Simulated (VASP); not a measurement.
Output of a VASP run:

File OUTCAR:
```
 ion  position               nearest neighbor table
   1  0.000  0.000  0.000-
   2  0.500  0.500  0.500-   3 3.03   4 3.03   5 3.03   5 3.03   3 3.03   4 3.03
   3  0.500  0.000  0.500-   2 3.03   2 3.03
   4  0.000  0.500  0.500-   2 3.03   2 3.03
   5  0.500  0.500  0.000-   2 3.03   2 3.03
  LATTYP: Found a simple cubic cell.
 ALAT       =     6.0502219562
 Subroutine PRICEL returns:
 Original cell was already a primitive cell.
 Subroutine GETGRP returns: Found 48 space group operations
The static configuration has the point symmetry O_h .
The dynamic configuration has the point symmetry O_h .
 Subroutine INISYM returns: Found 48 space group operations
 Subroutine IBZKPT returns following result:
 Found     10 irreducible k-points:

 Following reciprocal coordinates:
            Coordinates               Weight
  0.000000  0.000000  0.000000      1.000000
  0.250000  0.000000  0.000000      6.000000
  0.500000  0.000000  0.000000      3.000000
  0.250000  0.250000  0.000000     12.000000
  0.500000  0.250000  0.000000     12.000000
  0.500000  0.500000  0.000000      3.000000
  0.250000  0.250000  0.250000      8.000000
  0.500000  0.250000  0.250000     12.000000
  0.500000  0.500000  0.250000      6.000000
  0.500000  0.500000  0.500000      1.000000
   k-points           NKPTS =     10   k-points in BZ     NKDIM =     10   number of bands    NBANDS=     26
   number of dos      NEDOS =    301   number of ions     NIONS =      5
   total plane-waves  NPLWV = 110592
   dimension x,y,z NGX =    48 NGY =   48 NGZ =   48
   dimension x,y,z NGXF=    96 NGYF=   96 NGZF=   96
   ions per type =               1   1   3
   PREC   = accura    normal or accurate (medium, high low for compatibility)
   ISTART =      0    job   : 0-new  1-cont  2-samecut
   ICHARG =      2    charge: 1-file 2-atom 10-const
   ISPIN  =      1    spin polarized calculation?
   LNONCOLLINEAR =      F non collinear calculations
   LSORBIT =      F    spin-orbit coupling
   INIWAV =      1    electr: 0-lowe 1-rand  2-diag
   ENCUT  =  520.0 eV  38.22 Ry    6.18 a.u.  11.25 11.25 11.25*2*pi/ulx,y,z
   NELM   =    100;   NELMIN=  2; NELMDL= -5     # of ELM steps
   EDIFF  = 0.1E-06   stopping-criterion for ELM
   LREAL  =      F    real-space projection
   NLSPLINE    = F    spline interpolate recip. space projectors
   LMAXMIX     =    4 max onsite mixed and CHGCAR
   VOSKOWN=      0    Vosko Wilk Nusair interpolation
   EDIFFG = 0.1E-05   stopping-criterion for IOM
   NSW    =      0    number of steps for IOM
   NBLOCK =      1;   KBLOCK =      1    inner block; outer block
   IBRION =     -1    ionic relax: 0-MD 1-quasi-New 2-CG
   NFREE  =      0    steps in history (QN), initial steepest desc. (CG)
   ISIF   =      2    stress and relaxation
   ISYM   =      2    0-nonsym 1-usesym 2-fastsym
   TEIN   =    0.0    initial temperature
   TEBEG  =    0.0;   TEEND  =   0.0 temperature during run
   SMASS  =  -3.00    Nose mass-parameter (am)
   PSTRESS=    0.0 pullay stress
   NELECT =      44.0000    total number of electrons
   EFERMI =   0.00;   METHOD = LEGACY
   ISMEAR =     0;   SIGMA  =   0.05  broadening in eV -4-tet -1-fermi 0-gaus
   IALGO  =     38    algorithm
   LDIAG  =      T    sub-space diagonalisation (order eigenvalues)
   IMIX   =      4    mixing-type and parameters
     AMIX     =   0.40;   BMIX     =  1.00
     AMIX_MAG =   1.60;   BMIX_MAG =  1.00
     AMIN     =   0.10
   GGA     = CX    functional components
   VOSKOWN =     0    Vosko Wilk Nusair interpolation
   LHFCALC =     F    Hartree Fock is set to
   LHFONE  =     F    Hartree Fock one center treatment
   AEXX    =    0.0000 exact exchange contribution
   LUSE_VDW   =     T    switch on vdW DFT
   IVDW    =     0    specifies the selected vdW correction
   LEPSILON=     F    determine dielectric tensor
   LRPA    =     F    only Hartree local field effects (RPA)
  energy-cutoff  :      520.00
  volume of cell :      221.47
...
```

File OSZICAR:
```
       N       E                     dE             d eps       ncg     rms          rms(c)
DAV:   1     0.371174669043E+03    0.37117E+03   -0.18406E+04   520   0.156E+03
DAV:   2     0.435461448164E+02   -0.32763E+03   -0.31950E+03   604   0.324E+02
DAV:   3    -0.393439309973E+00   -0.43940E+02   -0.43655E+02   624   0.128E+02
DAV:   4    -0.234654710432E+01   -0.19531E+01   -0.19489E+01   644   0.301E+01
DAV:   5    -0.240339924541E+01   -0.56852E-01   -0.56809E-01   804   0.490E+00    0.482E+00
DAV:   6    -0.223268092036E+01    0.17072E+00   -0.34987E-01   678   0.341E+00    0.322E+00
DAV:   7    -0.223198045126E+01    0.70047E-03   -0.26685E-01   682   0.239E+00    0.841E-01
DAV:   8    -0.223530229740E+01   -0.33218E-02   -0.36711E-02   596   0.134E+00    0.305E-01
DAV:   9    -0.223638116355E+01   -0.10789E-02   -0.21216E-03   680   0.339E-01    0.870E-02
DAV:  10    -0.223689190498E+01   -0.51074E-03   -0.69860E-04   640   0.154E-01    0.353E-02
DAV:  11    -0.223699848276E+01   -0.10658E-03   -0.32878E-04   628   0.131E-01    0.387E-02
DAV:  12    -0.223700055308E+01   -0.20703E-05   -0.18879E-05   644   0.225E-02    0.235E-02
DAV:  13    -0.223700037430E+01    0.17877E-06   -0.29311E-06   610   0.114E-02    0.699E-03
DAV:  14    -0.223700012413E+01    0.25018E-06   -0.29983E-06   632   0.142E-02    0.655E-03
DAV:  15    -0.223700032144E+01   -0.19731E-06   -0.18407E-07   550   0.224E-03    0.418E-03
DAV:  16    -0.223700044046E+01   -0.11902E-06   -0.77348E-08   356   0.237E-03    0.434E-04
DAV:  17    -0.223700045911E+01   -0.18654E-07   -0.30905E-08   338   0.103E-03
   1 F= -.22370005E+01 E0= -.22363459E+01  d E =-.130907E-02
```

OUTCAR:
```
------------------------ aborting loop because EDIFF is reached ----------------------------------------
  FORCE on cell =-STRESS in cart. coord.  units (eV):
  Direction    XX          YY          ZZ          XY          YZ          ZX
  --------------------------------------------------------------------------------------
  Total        1.6423896      1.6423896      1.6423896      0.0000000     -0.0000000      0.0000000
  in kB       11.8815427     11.8815427     11.8815427      0.0000000     -0.0000000      0.0000000
  external PRESSURE =      11.8815427 kB  Pullay stress =       0.0000000 kB
  volume of cell :      221.47
      direct lattice vectors                 reciprocal lattice vectors
     6.050221956  0.000000000  0.000000000     0.165283192  0.000000000  0.000000000
     0.000000000  6.050221956  0.000000000     0.000000000  0.165283192  0.000000000
     0.000000000  0.000000000  6.050221956     0.000000000  0.000000000  0.165283192
 POSITION                                       TOTAL-FORCE (eV/Angst)
 -----------------------------------------------------------------------------------
      0.00000      0.00000      0.00000         0.000000      0.000000      0.000000
      3.02511      3.02511      3.02511         0.000000      0.000000      0.000000
      3.02511      0.00000      3.02511         0.000000      0.000000      0.000000
      0.00000      3.02511      3.02511         0.000000      0.000000      0.000000
      3.02511      3.02511      0.00000         0.000000      0.000000      0.000000
 -----------------------------------------------------------------------------------
    total drift:                                0.000000     -0.000000     -0.000000
  FREE ENERGIE OF THE ION-ELECTRON SYSTEM (eV)
  ---------------------------------------------------
  free  energy   TOTEN  =        -2.2370004591 eV

  energy  without entropy=       -2.2356913933  energy(sigma->0) =       -2.23634593
```
(Selected blocks of OUTCAR.)

File POSCAR:
```
CsSnI3
1
    6.0502219562     0.0000000000     0.0000000000
    0.0000000000     6.0502219562     0.0000000000
    0.0000000000     0.0000000000     6.0502219562
Cs Sn I
1 1 3
Direct
  0.0000000000   0.0000000000   0.0000000000
  0.5000000000   0.5000000000   0.5000000000
  0.5000000000   0.0000000000   0.5000000000
  0.0000000000   0.5000000000   0.5000000000
  0.5000000000   0.5000000000   0.0000000000
```

Task: Reconstruct the remaining input files.

Result: This is not unique; one that fits is the input of the run itself, vdW-DF-cx, plane waves, VASP's PBE PAW potentials (set 64).

INCAR:
```
AGGAC  =  0.0
ALGO  =  Normal
EDIFF  =  1E-7
ENCUT  =  520
GGA  =  CX
ISIF  =  2
ISMEAR  =  0
LASPH  =  .TRUE.
LCHARG  =  .FALSE.
LMAXMIX  =  4
LREAL  =  .FALSE.
LUSE_VDW  =  .TRUE.
LWAVE  =  .FALSE.
NELM  =  100
PREC  =  Accurate
SIGMA  =  0.05
SYSTEM  =  CsSnI3
```

File KPOINTS:
```
Automatic mesh
0
Gamma
4 4 4
```

POTCAR, in this order: Cs_sv Sn_d I (PBE.64 set). Program: vasp_std.

The compound is CsSnI3 in the cubic perovskite structure, the ideal cubic form; the compound distorts at low or room temperature. This cell is one point of a volume scan, at 0.94 of the reference volume.
